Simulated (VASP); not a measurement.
# Cs3Li4Cd (Pm-3m) in VASP: single point with PBE

Aim: the single point of Cs3Li4Cd with PBE.

Program: VASP 6.6.1. These are calculated values, not measurements. Logs are shortened: lines on timing, memory, paths and dates and some standing lists are left out, and cuts for length are marked.

### Step 1. The cell of the first run

Symmetry: Pm-3m, No. 221, cubic system. Conventional cell: a = 7.592 Å, b = 7.592 Å, c = 7.592 Å, α = 90.00°, β = 90.00°, γ = 90.00°. Cs (site symmetry 4/mmm) is surrounded by 6 Li at 3.80 Å. Around Li (site symmetry m-3m) lie 6 Cs at 3.80 Å. Around Li (site symmetry 4/mmm) lie 4 Cs at 3.80 Å and 2 Cd at 3.80 Å. Cd (site symmetry m-3m) has 6 Li at 3.80 Å as nearest neighbours.

The cell was built by a generator and needn't be a form met in nature.

### Step 2. Single point, PBE (species swapped into the KNa3H4 type (Pm-3m, No. 221))

The input, INCAR:

```
SYSTEM = Cs3Li4Cd
  PREC = Accurate
  ENCUT = 520
  EDIFF = 1E-7
  ISMEAR = 0
  SIGMA = 0.1
  LREAL = .False.
  LASPH = .True.
  NELM = 100
  ALGO = Fast
  ISIF = 2
  LWAVE = .False.
  LCHARG = .False.
  GGA = PE
  NBANDS = 36
```

The input, KPOINTS:

```
regular mesh
0
Gamma
  6 6 6
  0 0 0
```

The input, POSCAR:

```
Cs3Li4Cd
1.0
    7.5923392523      0.0000000000      0.0000000000
    0.0000000000      7.5923392523      0.0000000000
    0.0000000000      0.0000000000      7.5923392523
Cs Li Cd
3 4 1
Direct
    0.0000000000      0.0000000000      0.5000000000
    0.0000000000      0.5000000000      0.0000000000
    0.5000000000      0.0000000000      0.0000000000
    0.0000000000      0.0000000000      0.0000000000
    0.5000000000      0.5000000000      0.0000000000
    0.5000000000      0.0000000000      0.5000000000
    0.0000000000      0.5000000000      0.5000000000
    0.5000000000      0.5000000000      0.5000000000
```

Potentials or basis: VASP PAW PBE potentials, release 64 (Cs_sv, Li_sv, Cd).

Launch:

```sh
$ cat potpaw_PBE.64/Cs_sv/POTCAR potpaw_PBE.64/Li_sv/POTCAR potpaw_PBE.64/Cd/POTCAR > POTCAR
$ mpirun -np 1 vasp_std > vasp.out
```

OUTCAR:

```text
SYSTEM = Cs3Li4Cd
   PREC = Accurate
   ENCUT = 520
   EDIFF = 1E-7
   ISMEAR = 0
   LREAL = .False.
   LASPH = .True.
   NELM = 100
   ISIF = 2
   GGA = PE

 ion  position               nearest neighbor table
   1  0.000  0.000  0.500-
   2  0.000  0.500  0.000-
   3  0.500  0.000  0.000-
   4  0.000  0.000  0.000-
   5  0.500  0.500  0.000-
   6  0.500  0.000  0.500-
   7  0.000  0.500  0.500-
   8  0.500  0.500  0.500-

  LATTYP: Found a simple cubic cell.
 ALAT       =     7.5923392523

  Lattice vectors:

 A1 = (   7.5923392523,   0.0000000000,   0.0000000000)
 A2 = (   0.0000000000,   7.5923392523,   0.0000000000)
 A3 = (   0.0000000000,   0.0000000000,   7.5923392523)

Analysis of symmetry for initial positions (statically):
=====================================================================
 Subroutine PRICEL returns:
 Original cell was already a primitive cell.

 Routine SETGRP: Setting up the symmetry group for a
 simple cubic supercell.

 Subroutine GETGRP returns: Found 48 space group operations
 (whereof 48 operations were pure point group operations)
 out of a pool of 48 trial point group operations.

The static configuration has the point symmetry O_h .

Analysis of symmetry for dynamics (positions and initial velocities):
=====================================================================
 Subroutine PRICEL returns:
 Original cell was already a primitive cell.

 Routine SETGRP: Setting up the symmetry group for a
 simple cubic supercell.

 Subroutine GETGRP returns: Found 48 space group operations
 (whereof 48 operations were pure point group operations)
 out of a pool of 48 trial point group operations.

The dynamic configuration has the point symmetry O_h .

 Subroutine INISYM returns: Found 48 space group operations
 (whereof 48 operations are pure point group operations),
 and found     1 'primitive' translations

----------------------------------------------------------------------------------------

                                     Primitive cell

  volume of cell :     437.6499

  direct lattice vectors                    reciprocal lattice vectors
     7.592339252  0.000000000  0.000000000     0.131711712  0.000000000  0.000000000
     0.000000000  7.592339252  0.000000000     0.000000000  0.131711712  0.000000000
     0.000000000  0.000000000  7.592339252     0.000000000  0.000000000  0.131711712

  length of vectors
     7.592339252  7.592339252  7.592339252     0.131711712  0.131711712  0.131711712

  position of ions in fractional coordinates (direct lattice)
     0.000000000  0.000000000  0.500000000
     0.000000000  0.500000000  0.000000000
     0.500000000  0.000000000  0.000000000
     0.000000000  0.000000000  0.000000000
     0.500000000  0.500000000  0.000000000
     0.500000000  0.000000000  0.500000000
     0.000000000  0.500000000  0.500000000
     0.500000000  0.500000000  0.500000000

  ion indices of the primitive-cell ions
   primitive index   ion index
                 1           1
                 2           2
                 3           3
                 4           4
                 5           5
                 6           6
                 7           7
                 8           8

----------------------------------------------------------------------------------------

 KPOINTS: regular mesh

Automatic generation of k-mesh.
 Grid dimensions read from file:
 generate k-points for:    6    6    6

 Generating k-lattice:

  Cartesian coordinates                     Fractional coordinates (reciprocal lattice)
     0.021951952  0.000000000  0.000000000     0.166666667  0.000000000  0.000000000
     0.000000000  0.021951952  0.000000000     0.000000000  0.166666667  0.000000000
     0.000000000  0.000000000  0.021951952     0.000000000  0.000000000  0.166666667

  Length of vectors
     0.021951952  0.021951952  0.021951952

  Shift w.r.t. Gamma in fractional coordinates (k-lattice)
     0.000000000  0.000000000  0.000000000

 Subroutine IBZKPT returns following result:
 ===========================================

 Found     20 irreducible k-points:

 Following reciprocal coordinates:
            Coordinates               Weight
  0.000000  0.000000  0.000000      1.000000
  0.166667  0.000000  0.000000      6.000000
  0.333333  0.000000  0.000000      6.000000
  0.500000  0.000000  0.000000      3.000000
  0.166667  0.166667  0.000000     12.000000
  0.333333  0.166667  0.000000     24.000000
[... 12 lines left out ...]
  0.500000  0.500000  0.333333      6.000000
  0.500000  0.500000  0.500000      1.000000
   k-points           NKPTS =     20   k-points in BZ     NKDIM =     20   number of bands    NBANDS=     36
   number of dos      NEDOS =    301   number of ions     NIONS =      8
   total plane-waves  NPLWV = 175616
   dimension x,y,z NGX =    56 NGY =   56 NGZ =   56
   dimension x,y,z NGXF=   112 NGYF=  112 NGZF=  112
   ions per type =               3   4   1
   NGX,Y,Z   is equivalent  to a cutoff of  12.26, 12.26, 12.26 a.u.
   NGXF,Y,Z  is equivalent  to a cutoff of  24.52, 24.52, 24.52 a.u.
 SYSTEM =  Cs3Li4Cd
   PREC   = accura    normal or accurate (medium, high low for compatibility)
   ISTART =      0    job   : 0-new  1-cont  2-samecut
   ICHARG =      2    charge: 1-file 2-atom 10-const
   ISPIN  =      1    spin polarized calculation?
   LNONCOLLINEAR =      F non collinear calculations
   LSORBIT =      F    spin-orbit coupling
   LASPH  =      T    aspherical Exc in radial PAW
   ENCUT  =  520.0 eV  38.22 Ry    6.18 a.u.  14.12 14.12 14.12*2*pi/ulx,y,z
   NELM   =    100;   NELMIN=  2; NELMDL= -5     # of ELM steps
   EDIFF  = 0.1E-06   stopping-criterion for ELM
   LREAL  =      F    real-space projection
   EDIFFG = 0.1E-05   stopping-criterion for IOM
   NSW    =      0    number of steps for IOM
   IBRION =     -1    ionic relax: 0-MD 1-quasi-New 2-CG
   NFREE  =      0    steps in history (QN), initial steepest desc. (CG)
   ISIF   =      2    stress and relaxation
   ISYM   =      2    0-nonsym 1-usesym 2-fastsym
   POTIM  = 0.5000    time-step for ionic-motion
   TEBEG  =    0.0;   TEEND  =   0.0 temperature during run
   PSTRESS=    0.0 pullay stress
   NELECT =      51.0000    total number of electrons
   NUPDOWN=      -1.0000    fix difference up-down
   EMIN   =  10.00;   EMAX   =-10.00  energy-range for DOS
   EFERMI =   0.00;   METHOD = LEGACY
   ISMEAR =     0;   SIGMA  =   0.10  broadening in eV -4-tet -1-fermi 0-gaus
   EFERMI_NEDOS =   21; number of points for ismear=-14 and -15
   IALGO  =     68    algorithm
   IMIX   =      4    mixing-type and parameters
     AMIX     =   0.40;   BMIX     =  1.00
     AMIX_MAG =   1.60;   BMIX_MAG =  1.00
  volume/ion in A,a.u.               =      54.71       369.18
  Fermi-wavevector in a.u.,A,eV,Ry     =   0.799630  1.511082  8.699684  0.639409
  Thomas-Fermi vector in A             =   1.906771
   LORBIT       =      0    0 simple, 1 ext, 2 COOP (PROOUT), +10 PAW based schemes
   GGA     = PE    functional components
   LHFCALC =     F    Hartree Fock is set to
   AEXX    =    0.0000 exact exchange contribution
   IVDW    =     0    specifies the selected vdW correction
   LEPSILON=     F    determine dielectric tensor
   LRPA    =     F    only Hartree local field effects (RPA)
 non-spin polarized calculation
 RMM-DIIS sequential band-by-band and
 Gauss-broadening in eV      SIGMA  =   0.10
  energy-cutoff  :      520.00
  volume of cell :      437.65
 maximum number of plane-waves:     11832
   NGX = 29   NGY = 29   NGZ = 29

 number of electron      51.0000011 magnetization

 Free energy of the ion-electron system (eV)
  ---------------------------------------------------
  ext. energy  EPLUGINS =         0.00000000
  ---------------------------------------------------
  free energy    TOTEN  =        -7.59690959 eV

  energy without entropy =       -7.57363857  energy(sigma->0) =       -7.58527408

 E-fermi :   0.3905     XC(G=0):  -6.2515

 val. band max:        0.3692693597   @ k =   0.5000   0.0000   0.0000
 cond. band min:       0.4016114899   @ k =   0.1667   0.1667   0.1667
 fundamental gap:      0.0323421301
 Fermi energy:         0.3905377808

 k-point     1 :       0.0000    0.0000    0.0000
  band No.  band energies     occupation
      1     -47.9078      2.00000
      2     -47.9078      2.00000
      3     -47.9077      2.00000
      4     -47.3265      2.00000
      5     -22.8455      2.00000
      6     -22.8370      2.00000
[... 28 lines left out ...]
     35       2.3628      0.00000
     36       3.0769      0.00000

 k-point     2 :       0.1667    0.0000    0.0000
  band No.  band energies     occupation
      1     -47.9078      2.00000
      2     -47.9078      2.00000
      3     -47.9078      2.00000
      4     -47.3265      2.00000
      5     -22.8450      2.00000
      6     -22.8375      2.00000
[... 28 lines left out ...]
     35       2.4806      0.00000
     36       2.6738      0.00000

 k-point     3 :       0.3333    0.0000    0.0000
  band No.  band energies     occupation
      1     -47.9078      2.00000
      2     -47.9078      2.00000
      3     -47.9077      2.00000
      4     -47.3265      2.00000
      5     -22.8437      2.00000
      6     -22.8388      2.00000
[... 28 lines left out ...]
     35       2.5240      0.00000
     36       2.5258      0.00000
[... 586 lines left out ...]
 k-point    19 :       0.5000    0.5000    0.3333
  band No.  band energies     occupation
      1     -47.9078      2.00000
      2     -47.9078      2.00000
      3     -47.9078      2.00000
      4     -47.3265      2.00000
      5     -22.8399      2.00000
      6     -22.8399      2.00000
[... 28 lines left out ...]
     35       2.0868      0.00000
     36       2.2469      0.00000

 k-point    20 :       0.5000    0.5000    0.5000
  band No.  band energies     occupation
      1     -47.9078      2.00000
      2     -47.9078      2.00000
      3     -47.9078      2.00000
      4     -47.3265      2.00000
      5     -22.8399      2.00000
      6     -22.8399      2.00000
[... 28 lines left out ...]
     35       2.0586      0.00000
     36       2.4222      0.00000

------------------------ aborting loop because EDIFF is reached ----------------------------------------

  FORCE on cell =-STRESS in cart. coord.  units (eV):
  Direction    XX          YY          ZZ          XY          YZ          ZX
  --------------------------------------------------------------------------------------
  -------------------------------------------------------------------------------------
  Total       -0.1335005     -0.1335005     -0.1335005      0.0000000      0.0000000     -0.0000000
  in kB       -0.4887273     -0.4887273     -0.4887273      0.0000000      0.0000000     -0.0000000
  external PRESSURE =      -0.4887273 kB  Pullay stress =       0.0000000 kB

 VOLUME and BASIS-vectors are now :
 -----------------------------------------------------------------------------
  energy-cutoff  :      520.00
  volume of cell :      437.65
      direct lattice vectors                 reciprocal lattice vectors
     7.592339252  0.000000000  0.000000000     0.131711712  0.000000000  0.000000000
     0.000000000  7.592339252  0.000000000     0.000000000  0.131711712  0.000000000
     0.000000000  0.000000000  7.592339252     0.000000000  0.000000000  0.131711712

 POSITION                                       TOTAL-FORCE (eV/Angst)
 -----------------------------------------------------------------------------------
      0.00000      0.00000      3.79617         0.000000      0.000000      0.000000
      0.00000      3.79617      0.00000         0.000000      0.000000      0.000000
      3.79617      0.00000      0.00000         0.000000      0.000000      0.000000
      0.00000      0.00000      0.00000         0.000000      0.000000      0.000000
      3.79617      3.79617      0.00000         0.000000      0.000000      0.000000
      3.79617      0.00000      3.79617         0.000000      0.000000      0.000000
      0.00000      3.79617      3.79617         0.000000      0.000000      0.000000
      3.79617      3.79617      3.79617         0.000000      0.000000      0.000000
 -----------------------------------------------------------------------------------
    total drift:                                0.000000      0.000000      0.000000

  FREE ENERGIE OF THE ION-ELECTRON SYSTEM (eV)
  ---------------------------------------------------
  free  energy   TOTEN  =        -7.5969095887 eV

  energy  without entropy=       -7.5736385658  energy(sigma->0) =       -7.58527408
```

It took 12 min on 1 thread of Intel Xeon Platinum 8488C (Sapphire Rapids), shared host; peak memory 0.58 GiB.

Results:

```yaml
Free_energy: -7.5969 eV
Band_gap_on_the_k_mesh: none (metal or under the smearing width)
```

Levels at points of the mesh, in eV from the Fermi level:
| k point | band 22 | band 23 | band 24 | band 25 | band 26 | band 27 | band 28 | band 29 |
| --- | --- | --- | --- | --- | --- | --- | --- | --- |
| (0.00, 0.00, 0.00) | -3.19 | -1.25 | -0.13 | -0.13 | 0.26 | 0.26 | 0.26 | 0.58 |
| (0.50, 0.00, 0.00) | -2.97 | -1.55 | -0.23 | -0.02 | 0.22 | 0.22 | 0.39 | 1.09 |
| (0.50, 0.50, 0.00) | -2.87 | -0.97 | -0.97 | -0.65 | 0.26 | 0.69 | 0.69 | 0.90 |
| (0.50, 0.50, 0.50) | -2.87 | -0.36 | -0.36 | -0.36 | -0.31 | -0.31 | -0.31 | 0.13 |

Caveat: the cutoff is under 1.25 times the usual one of these potentials, so pressure, stress and relaxed cells hold a basis-set (Pulay) error. Spin-orbit coupling is left out, which matters for the levels of Cs.
